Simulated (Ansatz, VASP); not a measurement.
# Cross-check of Ge (Germanium) between VASP and Ansatz

Aim: how closely do two programs agree when they are given the same cell, functional and k mesh? The cell is taken from a series of runs on this material, whose earlier steps may have relaxed, scaled, displaced or heated it; both programs get it as it stands. Other levels of theory on this material are compared in a session of their own.

Calculated with Ansatz 0.2.0; plane waves, with VASP 6.6.1 beside it; relaxation of cell and atoms at PBEsol.

## (1) The structure

Symmetry: Fd-3m, No. 227, cubic system. The conventional cell has a = 5.676 Å, b = 5.676 Å, c = 5.676 Å, α = 90.00°, β = 90.00°, γ = 90.00°. Nearest to Ge lie 4 Ge at 2.46 Å.

## (2) Ansatz: relaxation of cell and atoms, PBEsol

Ansatz runs on its PAW soft_1 files.

The relaxed volume is the usual yardstick between codes: in a stiff, nearly cubic crystal its relative difference is about their pressure difference at one cell divided by the bulk modulus.

The input, input.yaml:

```yaml
crystal:
  lattice:
    - [0.0, 2.8378631883, 2.8378631883]
    - [2.8378631883, 0.0, 2.8378631883]
    - [2.8378631883, 2.8378631883, 0.0]
  atoms:
    - { symbol: Ge, position: [0.5, 0.5, 0.5] }
    - { symbol: Ge, position: [0.75, 0.75, 0.75] }
kpoints:
  mp_grid: { grid: [16, 16, 16] }
hamiltonian:
  xc: pbesol
  pseudopotentials: { kind: paw, azcp: { folder: soft_1 }, xc_functional: pbe }
scf:
  occupations: { method: gaussian, width: 0.015 }
output:
  forces: true
  stress: true
  eigenvalues: true
relax:
  adjacent_minimum: "off"
  f_tol: 0.001
  max_steps: 60
  cell: { stress_tol: 0.01 }
```

Run with:

```console
$ ansatz run input.yaml --threads 4 --pin off --max-ram 10240MiB --backend cpu --events-out ev --progress --plain --runs-dir out
```

Numbers of over 12 decimals in the logs are rounded to 6 here.

The log of the run:

```text
Engine: ansatz 0.2.0, aarch64-unknown-linux-gnu
Pseudopotentials: kind: paw
Pseudopotential: Ge, paw, valence charge 14, recommended cutoff 420 eV (normal), soft_1/Ge.paw.azcp
Functional definition: PBEsol
  exchange = pbesol_x
  correlation = pbesol_c
Crystal: 2 atoms, lattice volume = 45.709 Å³
Basis set: ecut = 420 eV, 893 PW (Γ), exchange–correlation on 54×54×54 points (8 copies of the dense FFT grid, shifted against one another)
Bands: 18, of which v1, the nominal top of the filled ones, is band 14 counted from 1 (13 counted from 0)
Symmetry: 48 space group operations
Space group: Fd-3m (ITA 227), of the structure as read, at distance tolerance 3.6e-5 Å
k-points: 145 of 4096
Non-local potential: Ge, projectors of the file, l = 0: 2, l = 1: 2, l = 2: 3, l = 3: 1
PAW form: soft (Blöchl's): semilocal exchange-correlation on the pseudo side does not see the compensation charge
PAW frozen core: Ge, regenerated for the run's functional, and the local potential with it (the file was generated under x = pbe(κ = 0.804, μ = 0.219515), c = pbe(β = 0.066725))
PAW one-centre angular grid: Ge, 590 points (default); XC on 64 Gauss nodes
Initial density: superposition of atomic densities (chi_scale 0.1, normalization cell)
Initial wavefunctions: pseudopotential atomic-orbital guess
Functional: x = pbesol(κ = 0.804, μ = 0.123457), c = pbesol(β = 0.046)
SCF iter   1: F=—  HF=-8507.076570 eV  |F-HF|=—  |Δ(HF+E_count)|=         —  Δρ=3.48e-2  dr2=4.41e-1  ethr=3.10e-3  ⟨swp⟩=6.0  Hψ=12012  notcnv=0
preconditioner: auto → none  [insulator: Δε(μ)=0.177 eV  Ē_g=23.244 eV  σ=0.015 eV  W_gap=0.66  n_scr=14 (ndim 8)  ℏωp=29.1 eV  f_vac=0.000  D(μ)=0.05/eV (n_scr^D=0)  ε∞_Penn≈2.6]
SCF iter   2: F=—  HF=-8507.013953 eV  |F-HF|=—  |Δ(HF+E_count)|=   6.26e-2  Δρ=1.67e-2  dr2=8.40e-2  ethr=1.57e-3  ⟨swp⟩=2.0  Hψ=4271  notcnv=0
SCF iter   3: F=—  HF=-8507.007262 eV  |F-HF|=—  |Δ(HF+E_count)|=   6.69e-3  Δρ=1.54e-3  dr2=2.84e-4  ethr=3.00e-4  ⟨swp⟩=2.7  Hψ=3704  notcnv=0
SCF iter   4: F=—  HF=-8507.007416 eV  |F-HF|=—  |Δ(HF+E_count)|=   1.54e-4  Δρ=1.89e-4  dr2=1.16e-5  ethr=1.01e-6  ⟨swp⟩=2.0  Hψ=4393  notcnv=0
SCF iter   5: F=—  HF=-8507.007394 eV  |F-HF|=—  |Δ(HF+E_count)|=   2.24e-5  Δρ=1.27e-4  dr2=5.20e-6  ethr=4.15e-8  ⟨swp⟩=2.0  Hψ=4641  notcnv=0
SCF iter   6: F=—  HF=-8507.007387 eV  |F-HF|=—  |Δ(HF+E_count)|=   6.44e-6  Δρ=5.56e-5  dr2=9.90e-7  ethr=1.86e-8  ⟨swp⟩=2.0  Hψ=4360  notcnv=0
SCF iter   7: F=—  HF=-8507.007386 eV  |F-HF|=—  |Δ(HF+E_count)|=   1.38e-6  Δρ=1.18e-5  dr2=3.78e-8  ethr=3.57e-10  ⟨swp⟩=3.0  Hψ=10241  notcnv=0
SCF iter   8: F=-8507.007386 eV  HF=-8507.007386 eV  |F-HF|=1.58e-9  |Δ(HF+E_count)|=   5.59e-8  Δρ=1.28e-6  dr2=4.67e-10  ethr=1.35e-10  ⟨swp⟩=4.0  Hψ=8368  notcnv=0
SCF 1 converged in 8 iterations: F = -8507.007386 eV  dr2 = 4.67e-10
  greatest PAW one-centre occupation: 0.998 electrons in one spin orbital (limit 2), on the Ge atom at site 1 (counted from 0), in its partial waves of l = 2
relax step   1: F+E_penalty+E_count = -8507.00738584 eV  Δ(F+E_penalty+E_count) = +0.000e0 eV  max|allowed force component| = 1.388e-17 eV/Å  Δτ_max = 0.0000 Å  P = -0.004 GPa  Ω = 45.709 Å³  (8 SCF iters, dr2 threshold 1.00e-7 eV, accepted)
Initial density: handed on by an earlier stage of this run
Initial wavefunctions: pseudopotential atomic-orbital guess (no wavefunctions were taken with the density)
iter 1 solved again at ethr=2.14e-7 eV; its pass at ethr=3.10e-3 eV (dr2=6.00e-5 eV) is discarded
SCF iter   1: F=—  HF=-8507.007386 eV  |F-HF|=—  |Δ(HF+E_count)|=         —  Δρ=8.59e-7  dr2=2.12e-10  ethr=2.14e-7  ⟨swp⟩=3.0  Hψ=18762  notcnv=0
eigensolver tolerance schedule: the retry pair's looser diagonalisation over-reported the residual by 283140.56 of it (diagonalisation noise at an unbounded share of the residual, at the tolerance the schedule requests for it); recorded, not acted on — ethr = c·dr2/N_el stays at c = 1.0e-1
preconditioner: auto → none  [insulator: Δε(μ)=0.089 eV  Ē_g=23.380 eV  σ=0.015 eV  W_gap=0.67  n_scr=14 (ndim 8)  ℏωp=29.1 eV  f_vac=0.063  D(μ)=0.05/eV (n_scr^D=0)  ε∞_Penn≈2.5]
SCF iter   2: F=—  HF=-8507.007386 eV  |F-HF|=—  |Δ(HF+E_count)|=   1.37e-7  Δρ=4.11e-7  dr2=3.84e-11  ethr=7.57e-13 (applied; sched 1.00e-12)  ⟨swp⟩=3.0  Hψ=6673  notcnv=0
SCF iter   3: F=—  HF=-8507.007386 eV  |F-HF|=—  |Δ(HF+E_count)|=  1.46e-11  Δρ=8.86e-8  dr2=3.31e-12  ethr=1.37e-13 (applied; sched 1.00e-12)  ⟨swp⟩=2.0  Hψ=4641  notcnv=0
SCF iter   4: F=-8507.007386 eV  HF=-8507.007386 eV  |F-HF|=1.82e-12  |Δ(HF+E_count)|=  5.46e-12  Δρ=4.91e-8  dr2=3.78e-13  ethr=1.00e-12  ⟨swp⟩=5.0  Hψ=9666  notcnv=0
SCF 2 converged in 4 iterations: F = -8507.007386 eV  dr2 = 3.78e-13
relax step   2: F+E_penalty+E_count = -8507.00738584 eV  Δ(F+E_penalty+E_count) = -8.149e-10 eV  max|allowed force component| = 5.782e-18 eV/Å  Δτ_max = 0.0000 Å  P = -0.004 GPa  Ω = 45.709 Å³  stress off target by 4.10e-3 GPa  SCF on the basis re-selected at this cell (its energy is not comparable with the rows above)  (4 SCF iters)
basis re-selected at this cell: Δ(F+E_penalty+E_count) = -8.149e-10 eV, ΔP = +0.000 GPa vs the last step (what re-selecting the basis moved, of the pressure what is left beyond the Pulay correction that the steps carried, after the strain that the cell walked since its last selection, with what the two solves' SCF thresholds leave and, on support functions, any second-order correction that the steps lacked; it is no  [...]
SCF converged after 4 iterations
Free energy (F): -8507.007386 eV
Harris-Foulkes:  -8507.007386 eV  (|F-HF|=1.82e-12)
Internal energy: -8507.007380 eV  (E = F + TS)
E sigma→0 (E₀):  -8507.007383 eV
Entropy (-TS):   -0.000006 eV (-0.003 meV/atom)
Fermi energy:    8.288890 eV
--- Per-component energies (eV) ---
  E_band       = -306.743859
  E_kinetic    = 185.597689
  E_local      = -4517.704430  (includes V_loc(G=0)·N_el)
  E_nonlocal   = 438.720159
  E_hartree    = 2150.064537
  E_xc         = -142.137753
  E_vxc        = -130.255386  (∫ρ·V_xc dr)
  E_paw        = -3944.726455  (= ΣΔE_a)
  E_vpaw       = -583.230974  (= ΣTr[D̂ρ^β])
  E_aug_tail   = 0.000051  (compensation charges beyond the density's cutoff)
  E_ewald      = -2678.657053
  E_core_change = 1.835876  (= ΣΔE_core)
  E_smearing   = -0.000006  (= −TS)
  E_closure    = -0.000000  (closes the sum)
  Σ components = -8507.007386   (vs F -8507.007386, Δ=0.00e0)
--- Forces (eV/Å), atoms counted from 1 ---
  atom   1  Ge    -0.00000000     0.00000000    -0.00000000
  atom   2  Ge    -0.00000000     0.00000000    -0.00000000
  max |Σ_I F_I| component: 6.48e-17 eV/Å
--- Stress (GPa, compression-positive) ---
       -0.004099       0.000000      -0.000000
        0.000000      -0.004099       0.000000
        0.000000      -0.000000      -0.004099
  P = ⅓ Tr σ = -0.0041 GPa (-0.041 kbar)
--- Band table (eV; the first three rows and the last of 145) ---
  k-point 0: bands = [... 10 lower, -4.4359, 8.1825, 8.2843, 8.2843, 8.2843, 10.8067, 10.8067, 10.8067]
  k-point 1: bands = [... 10 lower, -4.3885, 7.1067, 8.1866, 8.1866, 9.0365, 10.9366, 10.9366, 11.0020]
  k-point 2: bands = [... 10 lower, -4.2470, 5.8974, 7.9516, 7.9516, 9.2390, 11.2514, 11.2514, 11.7000]
  k-point 144: bands = [... 10 lower, -0.4826, -0.4826, 4.3931, 4.3931, 12.5280, 12.5280, 12.9114, 12.9114]
--- Relaxed structure (1 steps of the walk, 1 accepted, 1 SCFs on fresh bases) ---
  F+E_penalty+E_count = -8507.00738584 eV   max|allowed force component| = 5.782e-18 eV/Å   (the final SCF, on the basis selected at the relaxed cell)
  cell:  # Å, volume = 45.7093 Å³
    - [0.0, 2.8378631883, 2.8378631883]
    - [2.8378631883, 0.0, 2.8378631883]
    - [2.8378631883, 2.8378631883, 0.0]
  atoms:
    - { symbol: Ge, position: [0.5, 0.5, 0.5] }
    - { symbol: Ge, position: [0.75, 0.75, 0.75] }
```

## (3) VASP: relaxation of cell and atoms, PBEsol

The same cell, functional, mesh and smearing now go to VASP, with its own data sets.

Lines of VASP's logs that name or quote its potential files are left out, and so is its time.

The input, INCAR:

```
SYSTEM = Ge
PREC = Accurate
ENCUT = 500
EDIFF = 1E-07
NELM = 120
ISMEAR = 0
SIGMA = 0.015
LREAL = .FALSE.
ALGO = Normal
GGA = PS
NBANDS = 20
LORBIT = 11
LWAVE = .FALSE.
LCHARG = .FALSE.
ISIF = 3
IBRION = 2
NSW = 80
EDIFFG = -0.005
LASPH = .TRUE.
GGA_COMPAT = .FALSE.
NELMIN = 4
KPAR = 2
```

The input, POSCAR:

```
Ge
1.0
    0.0000000000      2.8378630000      2.8378630000
    2.8378630000      0.0000000000      2.8378630000
    2.8378630000      2.8378630000      0.0000000000
Ge
2
Direct
    0.5000000000      0.5000000000      0.5000000000
    0.7500000881      0.7500000881      0.7500000881
```

The input, KPOINTS:

```
Automatic mesh
0
Gamma
16 16 16
0 0 0
```

PAW data sets: Ge_d (PBE family, release 64).

Run with:

```console
$ mpirun -np 2 vasp_std
```

The log of the run:

```text
[banner, memory and clock lines left out]
running    2 mpi-ranks, on    1 nodes
 distrk:  each k-point on    1 cores,    2 groups
 distr:  one band on    1 cores,    1 groups

 POSCAR found type information on POSCAR Ge
 POSCAR found :  1 types and       2 ions
|                                                                             |
|               ----> ADVICE to this user running VASP <----                  |
|                                                                             |
|     You enforced a specific xc type in the INCAR file but a different       |
|     [... a line on the potential file left out ...]
|     I HOPE YOU KNOW WHAT YOU ARE DOING!                                     |
|                                                                             |

 LDA part: xc-table for (Slater+PW92), standard interpolation
 POSCAR, INCAR and KPOINTS ok, starting setup
 FFT: planning ... GRIDC
 FFT: planning ... GRID_SOFT
 FFT: planning ... GRID
 WAVECAR not read
 entering main loop
       N       E                     dE             d eps       ncg     rms          rms(c)
DAV:   1     0.183044766482E+03    0.18304E+03   -0.14638E+04  6284   0.372E+03
DAV:   2     0.157277893010E+02   -0.16732E+03   -0.16285E+03  5808   0.590E+02
DAV:   3    -0.920217477388E+01   -0.24930E+02   -0.24745E+02  6588   0.144E+02
DAV:   4    -0.100090160411E+02   -0.80684E+00   -0.80632E+00  6484   0.306E+01
DAV:   5    -0.100224190099E+02   -0.13403E-01   -0.13402E-01  6616   0.432E+00    0.322E+00
DAV:   6    -0.992167400036E+01    0.10075E+00   -0.36262E-02  7660   0.239E+00    0.183E+00
DAV:   7    -0.987345224087E+01    0.48222E-01   -0.59399E-02  6200   0.253E+00    0.156E-01
DAV:   8    -0.987444766134E+01   -0.99542E-03   -0.68512E-03  6588   0.120E+00    0.506E-02
DAV:   9    -0.987454675074E+01   -0.99089E-04   -0.24171E-04  6676   0.225E-01    0.115E-02
DAV:  10    -0.987456268913E+01   -0.15938E-04   -0.21793E-05  7392   0.395E-02    0.537E-03
DAV:  11    -0.987456379916E+01   -0.11100E-05   -0.51408E-06  7812   0.370E-02    0.144E-03
DAV:  12    -0.987456338451E+01    0.41466E-06   -0.92245E-07  7692   0.191E-02    0.269E-04
DAV:  13    -0.987456335995E+01    0.24563E-07   -0.17120E-08  3948   0.140E-03
   1 F= -.98745634E+01 E0= -.98745605E+01  d E =-.987456E+01
 curvature:   0.00 expect dE= 0.000E+00 dE for cont linesearch  0.000E+00
 trial: gam= 0.00000 g(F)=  0.151E-39 g(S)=  0.140E-03 ort = 0.000E+00 (trialstep = 0.100E+01)
 search vector abs. value=  0.140E-03
 bond charge predicted
       N       E                     dE             d eps       ncg     rms          rms(c)
DAV:   1    -0.987772657334E+01   -0.31632E-02   -0.41789E-02  8000   0.395E+00    0.330E-01
DAV:   2    -0.987537778546E+01    0.23488E-02   -0.30591E-03  7624   0.110E+00    0.164E-01
DAV:   3    -0.987464144526E+01    0.73634E-03   -0.11464E-03  7800   0.583E-01    0.391E-02
DAV:   4    -0.987459286413E+01    0.48581E-04   -0.13741E-04  7516   0.226E-01    0.823E-03
DAV:   5    -0.987459147837E+01    0.13858E-05   -0.88450E-06  6616   0.556E-02    0.573E-03
DAV:   6    -0.987459179372E+01   -0.31536E-06   -0.49562E-07  6708   0.123E-02    0.350E-04
DAV:   7    -0.987459184443E+01   -0.50705E-07   -0.29303E-08  3544   0.296E-03
   2 F= -.98745918E+01 E0= -.98745890E+01  d E =-.284845E-04
 trial-energy change:   -0.000028  1 .order   -0.000044   -0.000140    0.000052
 step:   0.6133(harm=  0.7309)  dis= 0.00000  next Energy=    -9.874603 (dE=-0.394E-04)
 bond charge predicted
       N       E                     dE             d eps       ncg     rms          rms(c)
DAV:   1    -0.987507459539E+01   -0.48280E-03   -0.62986E-03  8008   0.154E+00    0.127E-01
DAV:   2    -0.987472592030E+01    0.34868E-03   -0.45577E-04  7624   0.422E-01    0.633E-02
DAV:   3    -0.987461431618E+01    0.11160E-03   -0.17355E-04  7792   0.227E-01    0.150E-02
DAV:   4    -0.987460472728E+01    0.95889E-05   -0.20747E-05  7472   0.881E-02    0.318E-03
DAV:   5    -0.987460467604E+01    0.51242E-07   -0.13597E-06  6764   0.218E-02    0.224E-03
DAV:   6    -0.987460455194E+01    0.12410E-06   -0.69856E-08  3828   0.499E-03    0.119E-04
DAV:   7    -0.987460453596E+01    0.15978E-07   -0.10730E-08  3128   0.124E-03
   3 F= -.98746045E+01 E0= -.98746017E+01  d E =-.411760E-04
 curvature:  -0.30 expect dE=-0.114E-07 dE for cont linesearch -0.114E-07
 trial: gam=-0.01628 g(F)=  0.167E-40 g(S)=  0.385E-07 ort = 0.232E-05 (trialstep = 0.923E+00)
 search vector abs. value=  0.111E-09
 reached required accuracy - stopping structural energy minimisation
```

OUTCAR, selected parts (step 3):

```text
ion  position               nearest neighbor table
   1  0.500  0.500  0.500-   2 2.46   2 2.46   2 2.46   2 2.46
   2  0.750  0.750  0.750-   1 2.46   1 2.46   1 2.46   1 2.46

  LATTYP: Found a face centered cubic cell.
 ALAT       =     5.6757260000

 Subroutine GETGRP returns: Found 48 space group operations
 (whereof 24 operations were pure point group operations)

The static configuration has the point symmetry T_d .
 The point group associated with its full space group is O_h .

 Found    145 irreducible k-points:

   k-points           NKPTS =    145   k-points in BZ     NKDIM =    145   number of bands    NBANDS=     20

   dimension x,y,z NGX =    30 NGY =   30 NGZ =   30
   dimension x,y,z NGXF=    60 NGYF=   60 NGZF=   60

   ENCUT  =  500.0 eV  36.75 Ry    6.06 a.u.   7.32  7.32  7.32*2*pi/ulx,y,z

   NELECT =      28.0000    total number of electrons

 k-points in reciprocal lattice and weights: Automatic mesh
   0.00000000  0.00000000  0.00000000       0.000
   0.06250000  0.00000000  0.00000000       0.002
   0.12500000  0.00000000  0.00000000       0.002
   0.18750000  0.00000000  0.00000000       0.002
   0.25000000  0.00000000  0.00000000       0.002
   0.31250000  0.00000000  0.00000000       0.002
   0.37500000  0.00000000  0.00000000       0.002
   0.43750000  0.00000000  0.00000000       0.002
   0.50000000  0.00000000  0.00000000       0.001
[...]
-0.31250000  0.50000000  0.18750000       0.003
  -0.25000000  0.50000000  0.25000000       0.001

 average (electrostatic) potential at core
       1 -74.2306       2 -74.2306

 E-fermi :   4.7923

 k-point     1 :       0.0000    0.0000    0.0000
  band No.  band energies     occupation
    ...
     11      -7.9514      2.00000
     12       4.7129      2.00000
     13       4.7878      1.33367
     14       4.7878      1.33367
     15       4.7878      1.33266
     16       7.3170      0.00000
     17       7.3170      0.00000
     18       7.3170      0.00000
     19      10.9895      0.00000
     20      14.2482      0.00000

 k-point     2 :       0.0625    0.0000    0.0000
  band No.  band energies     occupation
    ...
     10     -19.7044      2.00000
     11      -7.9038      2.00000
     12       3.6196      2.00000
     13       4.6898      2.00000
     14       4.6898      2.00000
     15       5.5557      0.00000
     16       7.4474      0.00000
     17       7.4474      0.00000
     18       7.5131      0.00000
     19      11.2608      0.00000
    ...

 k-point     3 :       0.1250    0.0000    0.0000
  band No.  band energies     occupation
    ...
     10     -19.6981      2.00000
     11      -7.7620      2.00000
     12       2.4060      2.00000
     13       4.4541      2.00000
     14       4.4541      2.00000
     15       5.7572      0.00000
     16       7.7632      0.00000
     17       7.7632      0.00000
     18       8.2150      0.00000
     19      11.9410      0.00000
    ...

  Total       -0.0007290     -0.0007290     -0.0007290      0.0000000      0.0000000      0.0000000
  in kB       -0.0256025     -0.0256025     -0.0256025      0.0000000      0.0000000      0.0000000
  external PRESSURE =      -0.0256025 kB  Pullay stress =       0.0000000 kB

  energy-cutoff  :      500.00
  volume of cell :       45.62
      direct lattice vectors                 reciprocal lattice vectors
     0.000000000  2.836013616  2.836013616    -0.176303808  0.176303808  0.176303808
     2.836013616  0.000000000  2.836013616     0.176303808 -0.176303808  0.176303808
     2.836013616  2.836013616  0.000000000     0.176303808  0.176303808 -0.176303808

 POSITION                                       TOTAL-FORCE (eV/Angst)
 -----------------------------------------------------------------------------------
      2.83601      2.83601      2.83601         0.000000      0.000000      0.000000
      4.25402      4.25402      4.25402        -0.000000     -0.000000     -0.000000
 -----------------------------------------------------------------------------------
    total drift:                                0.000080      0.000080      0.000160

  FREE ENERGIE OF THE ION-ELECTRON SYSTEM (eV)
  ---------------------------------------------------
  free  energy   TOTEN  =        -9.8746045360 eV

  energy  without entropy=       -9.8745988867  energy(sigma->0) =       -9.87460171

 reached required accuracy - stopping structural energy minimisation

 total charge
# of ion       s       p       d       tot
------------------------------------------
    1        1.130   1.250  10.023  12.403
    2        1.130   1.250  10.023  12.403
--------------------------------------------------
tot          2.259   2.500  20.046  24.806

[... 3 further parts left out ...]
```

CONTCAR:

```
Ge
   1.00000000000000
     0.0000000000000000    2.8360136156165070    2.8360136156165070
     2.8360136156165070    0.0000000000000000    2.8360136156165070
     2.8360136156165070    2.8360136156165070    0.0000000000000000
  Ge
     2
Direct
     0.5000000000000000    0.5000000000000000    0.5000000000000000
     0.7500000881000020    0.7500000881000020    0.7500000881000020
```

The run keeps the 48 symmetry operations of its start, so it cannot find a distortion of lower symmetry.

## (4) Side by side

Known differences besides the potentials themselves: the cutoff is 420 eV in Ansatz and 500 eV in VASP; Ansatz makes its cores anew for this functional, VASP keeps those of its PBE data sets; Ansatz adds a Pulay correction to the stress that steers its cell, VASP none. Total energies have different zeros and are not compared.

Compared:

```tsv
quantity	Ansatz	VASP	difference
volume (Å³)	45.71	45.62	+0.20 %
edge a after relaxation, in the typed setting (Å)	4.013	4.011	+0.06 %
```

## (5) Outcome

| Property | Result |
| --- | --- |
| difference in volume (relaxation of cell and atoms, PBEsol) | 0.20 % |

**Reading.** The difference in volume is 0.20 % (relaxation of cell and atoms, PBEsol), within the 1.2 % picked in this series as the mark of a large difference, as far as the stopping tolerances let one tell. 14 further runs of this series are not shown here. How closely two codes agree says nothing of how well the functional describes the real material.

[Lines on the potential files, build, host, timing and source positions are cut from VASP's logs without a mark.]

[Logs are printed without paths, hosts, clocks, repeated set-up lines and the standing remarks that a program may print on its own settings, such as how far it seeks lower states.]

[Hosts, paths, dates, database ids (printed as entryN), source tags and the programs' standing remarks are cut or masked in the printed files.]
